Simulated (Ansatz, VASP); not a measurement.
# AlSi23HO48 (Al-H pair in alpha-quartz): VASP beside Ansatz, part 2 of 3

Aim: how closely do two programs agree when they are given the same cell, functional and k mesh? Of the first pair: The structure shown is the start of the Ansatz relaxation below; VASP solves that cell, so the two are compared at the walk's first step.

VASP 6.6.1 and Ansatz 0.2.0.

So far: The structure; Ansatz: relaxation, r2SCAN.

## (3) VASP: single point, r2SCAN, start cell, pair 1

Level of this step: r2SCAN; plane waves and PAW (Si, O, Al, H) (VASP).

The same cell, functional, mesh and smearing now go to VASP, with its own data sets.

Lines of VASP's logs that name or quote its potential files are left out, and so is its time.

INCAR reads:

```
SYSTEM = AlSi23HO48
PREC = Accurate
ENCUT = 580
EDIFF = 1E-06
NELM = 120
ISMEAR = -1
SIGMA = 0.01
LREAL = Auto
ALGO = Normal
METAGGA = R2SCAN
LASPH = .TRUE.
NBANDS = 248
LORBIT = 11
LWAVE = .FALSE.
LCHARG = .FALSE.
ISIF = 2
ISYM = 0
GGA_COMPAT = .FALSE.
EFERMI = MIDGAP
LMIXTAU = .TRUE.
NCORE = 2
```

POSCAR reads:

```
AlSi23HO48
1.0
    9.8440541279      0.0000000000      0.0000000000
   -4.9220270639      8.5252009510      0.0000000000
    0.0000000000      0.0000000000     10.8302852686
Si O Al H
23 48 1 1
Direct
    0.2323970120      0.9991011356      0.3325098011
    0.9996009858      0.2349064863      0.1649352677
    0.2664419949      0.2649285352      0.9985980055
    0.2366781318      0.0011810865      0.8339943756
    0.9984947703      0.2323214445      0.6672585090
    0.2339801733      0.5003384700      0.3316133334
    0.9976852192      0.7332024237      0.1669425094
    0.2664691872      0.7672205075      0.9987396454
    0.2334647359      0.4998122654      0.8349679418
    0.9995595033      0.7329530454      0.6653036205
    0.2659627582      0.7677151586      0.5002200649
    0.7324565233      0.9991783185      0.3324295631
    0.4997068541      0.2353413147      0.1682585412
    0.7649000227      0.2660792412      0.0015963568
    0.7341623762      0.0011239618      0.8347383080
    0.5001681090      0.2365986458      0.6667421791
    0.7660939706      0.2640248615      0.5007678806
    0.7361739231      0.5018472907      0.3342377334
    0.5015684973      0.7341301438      0.1675637303
    0.7662290570      0.7677849517      0.9997568854
    0.7348982200      0.5015794964      0.8320127103
    0.4983333665      0.7350820275      0.6665657294
    0.7671997023      0.7677555095      0.5001437973
    0.2074351164      0.1367984176      0.3923554084
    0.3646888320      0.0713136269      0.2239549504
    0.4281181089      0.2945078966      0.0605594390
    0.1359591453      0.2078672409      0.1090619472
    0.0726648831      0.3642657830      0.2731812622
    0.2940437828      0.4266766286      0.4421318443
    0.2078194442      0.1366920272      0.8916730964
    0.3635351741      0.0722596457      0.7257092316
    0.4269088837      0.2926211375      0.5572993555
    0.1346767058      0.2073866657      0.6094356553
    0.0719902422      0.3673575577      0.7737935606
    0.2944369460      0.4301862233      0.9408982079
    0.2063937968      0.6324930088      0.3916198784
    0.3674426433      0.5741825944      0.2252424511
    0.4269613556      0.7936481543      0.0573999654
    0.1327057843      0.7063939061      0.1087385023
    0.0709677626      0.8651326863      0.2759414850
    0.2918038073      0.9281116123      0.4400159259
    0.2045660019      0.6325174070      0.8924359572
    0.3666137617      0.5733226733      0.7241115821
    0.4297081447      0.7953595509      0.5584107759
    0.1353120927      0.7065594154      0.6060220795
    0.0735447314      0.8653159078      0.7731128768
    0.2954463313      0.9286108381      0.9402250031
    0.7047780699      0.1330367468      0.3912916322
    0.8655945912      0.0728299548      0.2273934563
    0.9297605570      0.2936388262      0.0580977310
    0.6363122963      0.2066320794      0.1068846269
    0.5737313414      0.3678011836      0.2743824310
    0.7912142304      0.4261774028      0.4405093570
    0.7081210341      0.1337901601      0.8928928242
    0.8675219637      0.0733594438      0.7247096273
    0.9286656220      0.2931996576      0.5606265993
    0.6345506850      0.2086984237      0.6078225861
    0.5735879106      0.3665714178      0.7729329184
    0.7925660410      0.4256569459      0.9404270292
    0.7045464231      0.6342868668      0.3926225297
    0.8641406560      0.5717344410      0.2271207026
    0.9297514745      0.7947971009      0.0579896083
    0.6357089050      0.7089877452      0.1076827591
    0.5703455027      0.8652077579      0.2754031797
    0.7949345988      0.9284744190      0.4396667199
    0.7075763010      0.6367826437      0.8926504483
    0.8659652420      0.5727737127      0.7274164812
    0.9267071794      0.7910124393      0.5589351388
    0.6332713390      0.7077434344      0.6079597939
    0.5706157688      0.8654018882      0.7730992114
    0.7934109366      0.9273196075      0.9428018512
    0.2636200571      0.2644951143      0.4989080034
    0.1717861146      0.0553606892      0.3263772756
```

KPOINTS reads:

```
Points of the shifted mesh
1
Reciprocal
 0.2500000000  0.2500000000  0.2500000000 1
```

The projector-augmented-wave data sets are Si, O, Al and H (PBE family, release 64).

Launch:

```sh
$ mpirun -np 8 vasp_std
```

Numbers of over 12 decimals in the logs are rounded to 6 here.

The log of the run:

```text
[banner, memory and clock lines left out]
running    8 mpi-ranks, on    1 nodes
[...]
|                                                                             |
|               ----> ADVICE to this user running VASP <----                  |
|                                                                             |
|     You enforced a specific xc type in the INCAR file but a different       |
|     [... a line on the potential file left out ...]
|     I HOPE YOU KNOW WHAT YOU ARE DOING!                                     |
|                                                                             |

 LDA part: xc-table for (None), standard interpolation
|                                                                             |
|           W    W    AA    RRRRR   N    N  II  N    N   GGGG   !!!           |
|           W    W   A  A   R    R  NN   N  II  NN   N  G    G  !!!           |
|           W    W  A    A  R    R  N N  N  II  N N  N  G       !!!           |
|           W WW W  AAAAAA  RRRRR   N  N N  II  N  N N  G  GGG   !            |
[...]
|           W    W  A    A  R    R  N    N  II  N    N   GGGG   !!!           |
|                                                                             |
|     The distance between some ions is very small. Please check the          |
|     nearest-neighbor list in the OUTCAR file.                               |
|     I HOPE YOU KNOW WHAT YOU ARE DOING!                                     |
|                                                                             |

 POSCAR, INCAR and KPOINTS ok, starting setup
[...]
entering main loop
       N       E                     dE             d eps       ncg     rms          rms(c)
DAV:   1     0.242687654673E+04    0.24269E+04   -0.21873E+05   496   0.160E+03
DAV:   2    -0.679318467227E+03   -0.31062E+04   -0.30311E+04   592   0.358E+02
DAV:   3    -0.892849170460E+03   -0.21353E+03   -0.21239E+03   600   0.976E+01
DAV:   4    -0.896110856698E+03   -0.32617E+01   -0.32497E+01   600   0.129E+01
[...]
DAV:  22    -0.705211222840E+03   -0.34763E-05   -0.79798E-06   576   0.936E-03    0.200E-03
DAV:  23    -0.705211228820E+03   -0.59797E-05   -0.26070E-06   392   0.553E-03    0.128E-03
DAV:  24    -0.705211228439E+03    0.38002E-06   -0.48523E-07   368   0.213E-03
   1 F= -.70521123E+03 E0= -.70521123E+03  d E =0.000000E+00
```

OUTCAR, selected parts (step 3):

```text
  Total       30.3043065     21.0384241      9.0363430    -13.9936387     -1.4957844      0.8604723
  in kB       53.4190818     37.0855969     15.9288629    -24.6673631     -2.6367020      1.5168022
  external PRESSURE =      35.4778472 kB  Pullay stress =       0.0000000 kB

 POSITION                                       TOTAL-FORCE (eV/Angst)
 -----------------------------------------------------------------------------------
     -2.62987      8.51754      3.60118        29.025135    -14.860603      2.234933
      8.68391      2.00263      1.78630         0.074310     -0.078272      0.650465
      1.31888      2.25857     10.81510        -0.627323      1.060918      0.310644
      2.32406      0.01007      9.03240        -0.871395     -0.193993     -0.870678
      8.68574      1.98059      7.22660         2.226738      1.167078     -0.514066
     -0.15937      4.26549      3.59147         2.025630     -1.087908      2.150261
      6.21243      6.25070      1.80804         0.065316     -0.759238     -1.353253
     -1.15314      6.54071     10.81664        -0.208557     -1.050217      0.245859
     -0.16185      4.26100      9.04294         0.407631     -0.121913     -1.904467
      6.23210      6.24857      7.20543         0.375266      0.298513      0.822664
     -1.16056      6.54493      5.41753         1.306383     -1.516054     -0.429794
      2.29236      8.51820      3.60031         0.219559      0.156542      0.611251
      3.76078      2.00633      1.82229         1.161413      0.946054     -0.800255
      6.22007      2.26838      0.01729         1.063664     -0.117097     -1.223499
[...]
-----------------------------------------------------------------------------------
    total drift:                                0.006935      0.007883      0.004460

  FREE ENERGIE OF THE ION-ELECTRON SYSTEM (eV)
  ---------------------------------------------------
  free  energy   TOTEN  =      -705.2112284395 eV

  energy  without entropy=     -705.2112284395  energy(sigma->0) =     -705.21122844

[... 3 further parts left out ...]
[key lines of the parts left out:]
E-fermi :   3.4214
```

The run ends at a pressure of 3.55 GPa, with forces up to 33 eV/Å.

## (4) Comparison

Known differences besides the potentials themselves: VASP keeps PBE cores, Ansatz makes them for the functional; the cutoff is 500 eV in Ansatz and 580 eV in VASP (PREC = Accurate, projectors in real space). Total energies have different zeros and are not compared.

Forces on 7 of the 73 atoms, those with the largest forces and the largest differences (eV/Å; atoms numbered as in POSCAR):

```
atom           Ansatz x, y, z             VASP x, y, z
 Si1   29.814, -15.334, 2.272   29.025, -14.861, 2.235
 O24    0.804, -6.120, -6.107    0.796, -5.948, -5.936
 O29    -2.638, 4.204, -3.838    -2.676, 4.309, -3.881
 O32     4.012, -0.361, 1.865     4.092, -0.352, 1.880
 O33    -2.543, -1.363, 2.184    -2.570, -1.391, 2.236
Al72     -0.340, 3.051, 4.482     -0.326, 2.997, 4.462
 H73  -28.147, 15.245, -1.883  -27.380, 14.613, -2.021
```

The forces differ by 95 meV/Å r.m.s., which is 2.9 % of the r.m.s. force of 3.250 eV/Å (both taken over all components).

## (5) Ansatz: relaxation, r2SCAN

This run makes the geometry at which the two programs are then compared.

The structure compared here is the end of the Ansatz relaxation.

input.yaml reads:

```yaml
relax:
  f_tol: 0.01
  max_steps: 80
  random_displacement: { amplitude: 0.02, seed: 697 }
crystal:
  lattice:
    - [9.84405413, 0.0, 0.0]
    - [-4.92202706, 8.52520095, 0.0]
    - [0.0, 0.0, 10.83028527]
  atoms:
    - { symbol: Si, position: [0.234489876, 0.0, 0.333333333] }
    - { symbol: Si, position: [0.0, 0.234489876, 0.166666667] }
    - { symbol: Si, position: [0.265510124, 0.265510124, 0.0] }
    - { symbol: O, position: [0.206642373, 0.134490579, 0.392307384] }
    - { symbol: O, position: [0.365509421, 0.072151794, 0.225640717] }
    - { symbol: O, position: [0.427848206, 0.293357627, 0.058974051] }
    - { symbol: O, position: [0.134490579, 0.206642373, 0.107692616] }
    - { symbol: O, position: [0.072151794, 0.365509421, 0.274359283] }
    - { symbol: O, position: [0.293357627, 0.427848206, 0.441025949] }
    - { symbol: Si, position: [0.234489876, 0.0, 0.833333333] }
    - { symbol: Si, position: [0.0, 0.234489876, 0.666666667] }
    - { symbol: Al, position: [0.265510124, 0.265510124, 0.5] }
    - { symbol: O, position: [0.206642373, 0.134490579, 0.892307384] }
    - { symbol: O, position: [0.365509421, 0.072151794, 0.725640717] }
    - { symbol: O, position: [0.427848206, 0.293357627, 0.558974051] }
    - { symbol: O, position: [0.134490579, 0.206642373, 0.607692616] }
    - { symbol: O, position: [0.072151794, 0.365509421, 0.774359283] }
    - { symbol: O, position: [0.293357627, 0.427848206, 0.941025949] }
    - { symbol: Si, position: [0.234489876, 0.5, 0.333333333] }
    - { symbol: Si, position: [0.0, 0.734489876, 0.166666667] }
    - { symbol: Si, position: [0.265510124, 0.765510124, 0.0] }
    - { symbol: O, position: [0.206642373, 0.634490579, 0.392307384] }
    - { symbol: O, position: [0.365509421, 0.572151794, 0.225640717] }
    - { symbol: O, position: [0.427848206, 0.793357627, 0.058974051] }
    - { symbol: O, position: [0.134490579, 0.706642373, 0.107692616] }
    - { symbol: O, position: [0.072151794, 0.865509421, 0.274359283] }
    - { symbol: O, position: [0.293357627, 0.927848206, 0.441025949] }
    - { symbol: Si, position: [0.234489876, 0.5, 0.833333333] }
    - { symbol: Si, position: [0.0, 0.734489876, 0.666666667] }
    - { symbol: Si, position: [0.265510124, 0.765510124, 0.5] }
    - { symbol: O, position: [0.206642373, 0.634490579, 0.892307384] }
    - { symbol: O, position: [0.365509421, 0.572151794, 0.725640717] }
    - { symbol: O, position: [0.427848206, 0.793357627, 0.558974051] }
    - { symbol: O, position: [0.134490579, 0.706642373, 0.607692616] }
    - { symbol: O, position: [0.072151794, 0.865509421, 0.774359283] }
    - { symbol: O, position: [0.293357627, 0.927848206, 0.941025949] }
    - { symbol: Si, position: [0.734489876, 0.0, 0.333333333] }
    - { symbol: Si, position: [0.5, 0.234489876, 0.166666667] }
    - { symbol: Si, position: [0.765510124, 0.265510124, 0.0] }
    - { symbol: O, position: [0.706642373, 0.134490579, 0.392307384] }
    - { symbol: O, position: [0.865509421, 0.072151794, 0.225640717] }
    - { symbol: O, position: [0.927848206, 0.293357627, 0.058974051] }
    - { symbol: O, position: [0.634490579, 0.206642373, 0.107692616] }
    - { symbol: O, position: [0.572151794, 0.365509421, 0.274359283] }
    - { symbol: O, position: [0.793357627, 0.427848206, 0.441025949] }
    - { symbol: Si, position: [0.734489876, 0.0, 0.833333333] }
    - { symbol: Si, position: [0.5, 0.234489876, 0.666666667] }
    - { symbol: Si, position: [0.765510124, 0.265510124, 0.5] }
    - { symbol: O, position: [0.706642373, 0.134490579, 0.892307384] }
    - { symbol: O, position: [0.865509421, 0.072151794, 0.725640717] }
    - { symbol: O, position: [0.927848206, 0.293357627, 0.558974051] }
    - { symbol: O, position: [0.634490579, 0.206642373, 0.607692616] }
    - { symbol: O, position: [0.572151794, 0.365509421, 0.774359283] }
    - { symbol: O, position: [0.793357627, 0.427848206, 0.941025949] }
    - { symbol: Si, position: [0.734489876, 0.5, 0.333333333] }
    - { symbol: Si, position: [0.5, 0.734489876, 0.166666667] }
    - { symbol: Si, position: [0.765510124, 0.765510124, 0.0] }
    - { symbol: O, position: [0.706642373, 0.634490579, 0.392307384] }
    - { symbol: O, position: [0.865509421, 0.572151794, 0.225640717] }
    - { symbol: O, position: [0.927848206, 0.793357627, 0.058974051] }
    - { symbol: O, position: [0.634490579, 0.706642373, 0.107692616] }
    - { symbol: O, position: [0.572151794, 0.865509421, 0.274359283] }
    - { symbol: O, position: [0.793357627, 0.927848206, 0.441025949] }
    - { symbol: Si, position: [0.734489876, 0.5, 0.833333333] }
    - { symbol: Si, position: [0.5, 0.734489876, 0.666666667] }
    - { symbol: Si, position: [0.765510124, 0.765510124, 0.5] }
    - { symbol: O, position: [0.706642373, 0.634490579, 0.892307384] }
    - { symbol: O, position: [0.865509421, 0.572151794, 0.725640717] }
    - { symbol: O, position: [0.927848206, 0.793357627, 0.558974051] }
    - { symbol: O, position: [0.634490579, 0.706642373, 0.607692616] }
    - { symbol: O, position: [0.572151794, 0.865509421, 0.774359283] }
    - { symbol: O, position: [0.793357627, 0.927848206, 0.941025949] }
    - { symbol: H, position: [0.170942, 0.053162, 0.326978] }
basis:
  ecutwfc: 500
  xc_grid: 2
hamiltonian:
  xc: r2scan
kpoints:
  mp_grid: { grid: [1, 1, 1], shift: [0.25, 0.25, 0.25] }
scf:
  occupations: { method: fermi_dirac, width: 0.01 }
  max_iter: 120
output:
  forces: true
checkpoint:
  write: "../relax.run"
  compress: false
  write_wavefunctions: true
  write_every: 100000
```

Launch:

```sh
$ ansatz run input.yaml --threads 2 --pin off --max-ram 3768MiB --backend cpu --events-out ev --progress --plain --runs-dir out
```

The log of the run:

```text
[...]
Crystal: 73 atoms, lattice volume = 908.905 Å³
Basis set: ecut = 500 eV, 23025 PW (Γ), exchange–correlation on 144×144×160 points (8 copies of the dense FFT grid, shifted against one another)
Bands: 265, of which v1, the nominal top of the filled ones, is band 192 counted from 1 (191 counted from 0)
Symmetry: 1 space group operations
k-points: 1
[...]
SCF iter   1: F=—  HF=-42626.053642 eV  |F-HF|=—  |Δ(HF+E_count)|=         —  Δρ=1.05e-2  dr2=1.17e0  dr2_τ=6.44e0  ethr=1.77e-3  ⟨swp⟩=6.0  Hψ=1187  notcnv=0  defer=38
[...]
- { symbol: Si, position: [0.271729, 0.771717, -0.00142019] }
[...]
- { symbol: Si, position: [0.763086, 0.762272, -0.00369139] }
[...]
- { symbol: Si, position: [0.732736, 0.498154, 0.830314] }
    - { symbol: Si, position: [0.501365, 0.736376, 0.662714] }
    - { symbol: Si, position: [0.773396, 0.766922, 0.498446] }
[...]
- { symbol: O, position: [0.934178, 0.795473, 0.560599] }
    - { symbol: O, position: [0.639535, 0.715257, 0.602108] }
    - { symbol: O, position: [0.570649, 0.862876, 0.773553] }
    - { symbol: O, position: [0.792838, 0.926341, 0.939737] }
    - { symbol: H, position: [0.057698, 0.055839, 0.408407] }
```

[end of part 2 of 3]

[Lines on the potential files, build, host, timing and source positions are cut from VASP's logs without a mark.]

[Logs are printed without paths, hosts, clocks, repeated set-up lines and the standing remarks that a program may print on its own settings, such as how far it seeks lower states.]

[Hosts, paths, dates, database ids (printed as entryN), source tags and the programs' standing remarks are cut or masked in the printed files.]
